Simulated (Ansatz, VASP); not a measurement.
## Cross-check of InGaSbAs (InAs/GaSb (001) superlattice, 2 and 2 atomic planes, on GaSb) between VASP and Ansatz

One calculation is typed for both programs; each brings its own data sets and cutoff. How far apart do they land? The structure shown is the end of the Ansatz relaxation below.

Calculated with Ansatz 0.2.0; plane waves, with VASP 6.6.1 beside it; single point at PBE.

## (1) The structure

The cell holds 16 atoms: 4 In, 4 As, 4 Ga and 4 Sb. Its edges and angles: a = 8.768 Å, b = 8.768 Å, c = 6.192 Å, α = 90.0°, β = 90.0°, γ = 90.0°. It derives from InAs. Diamond or zinc-blende (001) planes, four atoms a plane, in-plane lattice constant that of GaSb (6.2 A); 2 planes of InAs and 2 of GaSb, plane spacings from the elastic response (2 C12/C11 taken as 1.0); (so at first; earlier steps may have moved the atoms), displaced by a Gaussian of 0.015 A. Lattice constants are starting values near those of PBE. The structure's axis is c.

## (2) Ansatz: relaxation, PBE

Ansatz runs on its default PAW (the set named soft_2) files.

This run makes the geometry at which the two programs are then compared.

The input, input.yaml:

```yaml
crystal:
  lattice:
    - [8.76812, 0.0, 0.0]
    - [0.0, 8.76812, 0.0]
    - [0.0, 0.0, 6.2]
  atoms:
    - { symbol: In, position: [0.99929, 0.9999, 0.99483] }
    - { symbol: As, position: [0.25281, 0.99693, 0.24716] }
    - { symbol: Ga, position: [0.25086, 0.24787, 0.49663] }
    - { symbol: Sb, position: [0.49844, 0.25094, 0.75555] }
    - { symbol: Ga, position: [0.25007, 0.74809, 0.5005] }
    - { symbol: Sb, position: [0.49898, 0.74997, 0.75284] }
    - { symbol: In, position: [0.49872, 2.0e-05, 0.99788] }
    - { symbol: As, position: [0.74973, 0.00044, 0.2468] }
    - { symbol: In, position: [0.49942, 0.4996, 0.99846] }
    - { symbol: As, position: [0.74797, 0.49757, 0.24882] }
    - { symbol: Ga, position: [0.74954, 0.75382, 0.4933] }
    - { symbol: Sb, position: [0.00019, 0.75063, 0.75329] }
    - { symbol: Ga, position: [0.75086, 0.24856, 0.49919] }
    - { symbol: Sb, position: [0.00093, 0.24946, 0.75187] }
    - { symbol: In, position: [0.9968, 0.50296, 0.00355] }
    - { symbol: As, position: [0.24943, 0.50105, 0.24931] }
kpoints:
  mp_grid: { grid: [2, 2, 3] }
hamiltonian:
  xc: pbe
scf:
  occupations: { method: fermi_dirac, width: 0.025 }
output:
  forces: true
relax:
  f_tol: 0.04
  max_steps: 150
  cell: { fix: [a, b, alpha, beta, gamma] }
```

On the command line:

```bash
> ansatz run input.yaml --threads 4 --pin off --max-ram 8192MiB --backend cpu --events-out ev --progress --plain --runs-dir out
```

Numbers of over 12 decimals in the logs are rounded to 6 here.

Log:

```text
Engine: ansatz 0.2.0, x86_64-unknown-linux-gnu
Pseudopotentials: kind: paw
Pseudopotential: In, paw, valence charge 13, recommended cutoff 420 eV (normal), In.paw.azcp
Pseudopotential: As, paw, valence charge 15, recommended cutoff 420 eV (normal), As.paw.azcp
Pseudopotential: Ga, paw, valence charge 13, recommended cutoff 420 eV (normal), Ga.paw.azcp
Pseudopotential: Sb, paw, valence charge 15, recommended cutoff 420 eV (normal), Sb.paw.azcp
Functional definition: PBE
  parameter kappa = 0.804
  parameter beta = 0.066725
  exchange = pbe_x(kappa = kappa, mu = beta*pi^2/3)
  correlation = pbe_c(beta = beta)
Crystal: 16 atoms, lattice volume = 476.656 Å³
Basis set: ecut = 420 eV, 9333 PW (Γ), exchange–correlation on 120×120×90 points (8 copies of the dense FFT grid, shifted against one another)
Bands: 135, of which v1, the nominal top of the filled ones, is band 112 counted from 1 (111 counted from 0)
Symmetry: 1 space group operations
Space group: P1 (ITA 1), of the structure as read, at distance tolerance 7.8e-5 Å
k-points: 8 of 12 (time reversal used)
Non-local potential: In, projectors of the file, l = 0: 2, l = 1: 2, l = 2: 2, l = 3: 2
Non-local potential: As, projectors of the file, l = 0: 2, l = 1: 2, l = 2: 3, l = 3: 1
Non-local potential: Ga, projectors of the file, l = 0: 2, l = 1: 2, l = 2: 3, l = 3: 1
Non-local potential: Sb, projectors of the file, l = 0: 2, l = 1: 2, l = 2: 2, l = 3: 2
PAW form: soft (Blöchl's): semilocal exchange-correlation on the pseudo side does not see the compensation charge
PAW one-centre angular grid: In, 590 points (default); XC on 64 Gauss nodes
PAW one-centre angular grid: As, 590 points (default); XC on 64 Gauss nodes
PAW one-centre angular grid: Ga, 590 points (default); XC on 64 Gauss nodes
PAW one-centre angular grid: Sb, 590 points (default); XC on 64 Gauss nodes
Initial density: superposition of atomic densities (neutral atoms: chi_scale 0, normalization atom), corrected by the library's trained network
Initial wavefunctions: pseudopotential atomic-orbital guess
Functional: x = pbe(κ = 0.804, μ = 0.219515), c = pbe(β = 0.066725)
SCF iter   1: F=—  HF=-82887.326317 eV  |F-HF|=—  |Δ(HF+E_count)|=         —  Δρ=1.67e-3  dr2=2.55e-2  ethr=1.77e-3  ⟨swp⟩=6.1  Hψ=4127  notcnv=0  defer=6
preconditioner: auto → LDOS  [metal: Δε(μ)=0.032 eV  Ē_g=13.636 eV  σ=0.025 eV  W_gap=0.30  n_scr=112 (ndim 8)  ℏωp=20.4 eV  f_vac=0.114  D(μ)=3.79/eV (n_scr^D=10)  β→1.0]
SCF iter   2: F=—  HF=-82887.318659 eV  |F-HF|=—  |Δ(HF+E_count)|=   7.66e-3  Δρ=1.16e-3  dr2=1.17e-2  ethr=1.14e-5  ⟨swp⟩=2.8  Hψ=1915  notcnv=0  defer=118
SCF iter   3: F=—  HF=-82887.314517 eV  |F-HF|=—  |Δ(HF+E_count)|=   4.14e-3  Δρ=2.75e-4  dr2=4.04e-4  ethr=5.21e-6  ⟨swp⟩=2.0  Hψ=1603  notcnv=0  defer=118
SCF iter   4: F=—  HF=-82887.314328 eV  |F-HF|=—  |Δ(HF+E_count)|=   1.89e-4  Δρ=8.04e-5  dr2=2.45e-5  ethr=1.81e-7  ⟨swp⟩=2.0  Hψ=1859  notcnv=0  defer=118
SCF iter   5: F=—  HF=-82887.314246 eV  |F-HF|=—  |Δ(HF+E_count)|=   8.15e-5  Δρ=2.05e-5  dr2=2.66e-6  ethr=1.09e-8  ⟨swp⟩=2.0  Hψ=1539  notcnv=0  defer=118
SCF iter   6: F=—  HF=-82887.314247 eV  |F-HF|=—  |Δ(HF+E_count)|=   4.95e-7  Δρ=5.85e-6  dr2=1.75e-7  ethr=1.19e-9  ⟨swp⟩=2.0  Hψ=1539  notcnv=0  defer=118
SCF iter   7: F=-82887.314247 eV  HF=-82887.314247 eV  |F-HF|=2.32e-8  |Δ(HF+E_count)|=   2.14e-7  Δρ=1.75e-6  dr2=1.38e-8  ethr=4.46e-11  ⟨swp⟩=4.0  Hψ=3523  notcnv=0
SCF 1 converged in 7 iterations: F = -82887.314247 eV  dr2 = 1.38e-8
  greatest PAW one-centre occupation: 0.999 electrons in one spin orbital (limit 2), on the As atom at site 9 (counted from 0), in its partial waves of l = 2
relax step   1: F+E_penalty+E_count = -82887.31424713 eV  Δ(F+E_penalty+E_count) = +0.000e0 eV  max|allowed force component| = 1.719e0 eV/Å  Δτ_max = 0.0000 Å  P = +1.402 GPa  Ω = 476.656 Å³  fix = [a, b, alpha, beta, gamma]  reactions: a +0.366, b +3.221 GPa; alpha +0.067, beta +0.082, gamma -0.008 GPa/rad  (7 SCF iters, dr2 threshold 1.00e-7 eV, accepted)
[...]
relax step   2: F+E_penalty+E_count = -82888.38143044 eV  Δ(F+E_penalty+E_count) = -1.067e0 eV  max|allowed force component| = 4.916e-1 eV/Å  Δτ_max = 0.1975 Å  P = +0.028 GPa  Ω = 478.564 Å³  energy of the carried Pulay correction = -3.902e-4 eV  fix = [a, b, alpha, beta, gamma]  reactions: a +1.164, b -0.584 GPa; alpha -0.009, beta +0.021, gamma +0.002 GPa/rad  (8 SCF iters, dr2 threshold 1.60e-6 eV, accepted)
[...]
relax step   3: F+E_penalty+E_count = -82888.46329857 eV  Δ(F+E_penalty+E_count) = -8.187e-2 eV  max|allowed force component| = 4.927e-2 eV/Å  Δτ_max = 0.0552 Å  P = +0.403 GPa  Ω = 475.144 Å³  energy of the carried Pulay correction = +3.102e-4 eV  fix = [a, b, alpha, beta, gamma]  reactions: a +0.972, b +0.070 GPa; alpha +0.003, beta +0.000, gamma -0.000 GPa/rad  (6 SCF iters, dr2 threshold 1.60e-6 eV, accepted)
[...]
relax step   4: F+E_penalty+E_count = -82888.46439499 eV  Δ(F+E_penalty+E_count) = -1.096e-3 eV  max|allowed force component| = 2.538e-3 eV/Å  Δτ_max = 0.0076 Å  P = +0.307 GPa  Ω = 476.056 Å³  energy of the carried Pulay correction = +1.230e-4 eV  fix = [a, b, alpha, beta, gamma]  reactions: a +0.884, b +0.014 GPa; alpha -0.000, beta +0.000, gamma -0.000 GPa/rad  (5 SCF iters, dr2 threshold 1.52e-7 eV, accepted)
[...]
relax step   5: F+E_penalty+E_count = -82888.46431786 eV  Δ(F+E_penalty+E_count) = +7.713e-5 eV  max|allowed force component| = 2.558e-3 eV/Å  Δτ_max = 0.0000 Å  P = +0.306 GPa  Ω = 476.056 Å³  fix = [a, b, alpha, beta, gamma]  reactions: a +0.883, b +0.012 GPa; alpha -0.000, beta +0.000, gamma -0.000 GPa/rad  stress off target by 2.41e-2 GPa on what of the cell is left free  SCF on the basis re-selected at this cell (its energy is not comparable with the rows above)  (5 SCF iters)
basis re-selected at this cell: Δ(F+E_penalty+E_count) = +7.713e-5 eV, ΔP = -0.001 GPa vs the last step (what re-selecting the basis moved, of the pressure what is left beyond the Pulay correction that the steps carried, after the strain that the cell walked since its last selection, with what the two solves' SCF thresholds leave and, on support functions, any second-order correction that the steps lacked; it is no m [...]
SCF converged after 5 iterations
Free energy (F): -82888.464318 eV
Harris-Foulkes:  -82888.464318 eV  (|F-HF|=8.73e-11)
Internal energy: -82888.462337 eV  (E = F + TS)
E sigma→0 (E₀):  -82888.463328 eV
Entropy (-TS):   -0.001981 eV (-0.124 meV/atom)
Fermi energy:    7.158366 eV
--- Per-component energies (eV) ---
  E_band       = -2428.537188
  E_kinetic    = 2669.854375
  E_local      = -29474.814517  (includes V_loc(G=0)·N_el)
  E_nonlocal   = 1935.725439
  E_hartree    = 13841.488756
  E_xc         = -2002.870456
  E_vxc        = -1324.057195  (∫ρ·V_xc dr)
  E_paw        = -50222.509965  (= ΣΔE_a)
  E_vpaw       = -3918.222822  (= ΣTr[D̂ρ^β])
  E_aug_tail   = -0.000339  (compensation charges beyond the density's cutoff)
  E_ewald      = -19635.335630
  E_smearing   = -0.001981  (= −TS)
  E_closure    = 0.000000  (closes the sum)
  Σ components = -82888.464318   (vs F -82888.464318, Δ=0.00e0)
--- Forces (eV/Å), atoms counted from 1 ---
  atom   1  In    -0.00067091    -0.00095000     0.00151281
  atom   2  As    -0.00027927    -0.00062252    -0.00182596
  atom   3  Ga    -0.00031919    -0.00006306    -0.00019315
  atom   4  Sb    -0.00015747     0.00009887     0.00083830
  atom   5  Ga    -0.00017365     0.00128069    -0.00035330
  atom   6  Sb    -0.00013613    -0.00044454     0.00198759
  atom   7  In     0.00074061     0.00046435     0.00039248
  atom   8  As     0.00009961     0.00031937    -0.00084124
  atom   9  In    -0.00005604    -0.00005002     0.00151898
  atom  10  As     0.00065159     0.00055459    -0.00255822
  atom  11  Ga    -0.00032307    -0.00057385    -0.00033075
  atom  12  Sb     0.00028746     0.00017269     0.00093829
  atom  13  Ga    -0.00013947     0.00010395    -0.00094096
  atom  14  Sb     0.00027503    -0.00020088     0.00041932
  atom  15  In     0.00083021    -0.00030192     0.00148113
  atom  16  As    -0.00062910     0.00021249    -0.00204232
  max |Σ_I F_I| component: 3.01e-6 eV/Å
--- Stress (GPa, compression-positive) ---
        0.882695       0.000001      -0.000290
        0.000001       0.012244       0.000095
       -0.000290       0.000095       0.024136
  P = ⅓ Tr σ = 0.3064 GPa (3.064 kbar)
--- Relaxed structure (4 steps of the walk, 4 accepted, 1 SCFs on fresh bases) ---
  F+E_penalty+E_count = -82888.46431786 eV   max|allowed force component| = 2.558e-3 eV/Å   (the final SCF, on the basis selected at the relaxed cell)
  cell:  # Å, volume = 476.0556 Å³
    - [8.76812, 0, 0]
    - [0, 8.76812, 0]
    - [0, 0, 6.192196]
  atoms:
    - { symbol: In, position: [0.999697, 0.999936, 1.017514] }
    - { symbol: As, position: [0.249613, 0.999843, 0.267129] }
    - { symbol: Ga, position: [0.249656, 0.249880, 0.483196] }
    - { symbol: Sb, position: [0.499637, 0.249828, 0.729747] }
    - { symbol: Ga, position: [0.249622, 0.749762, 0.483181] }
    - { symbol: Sb, position: [0.499645, 0.749892, 0.729638] }
    - { symbol: In, position: [0.499564, -0.00017296, 1.017630] }
    - { symbol: As, position: [0.749652, -0.000144789, 0.266930] }
    - { symbol: In, position: [0.499651, 0.499889, 1.017498] }
    - { symbol: As, position: [0.749572, 0.499840, 0.267133] }
    - { symbol: Ga, position: [0.749663, 0.749908, 0.483152] }
    - { symbol: Sb, position: [-0.000368548, 0.749883, 0.729725] }
    - { symbol: Ga, position: [0.749628, 0.249794, 0.483218] }
    - { symbol: Sb, position: [-0.000360218, 0.249936, 0.729701] }
    - { symbol: In, position: [0.999536, 0.499907, 0.017630] }
    - { symbol: As, position: [0.249633, 0.499831, 0.266957] }
```

The column dr2 measures how far the density is from self-consistency, as an energy; F and HF (Harris–Foulkes) agree once it is small.

(Continued in part 2 of 2.)

[Lines on the potential files, build, host, timing and source positions are cut from VASP's logs without a mark.]

[Logs are printed without paths, hosts, clocks, repeated set-up lines and the standing remarks that a program may print on its own settings, such as how far it seeks lower states.]

[Hosts, paths, dates, database ids (printed as entryN), source tags and the programs' standing remarks are cut or masked in the printed files.]
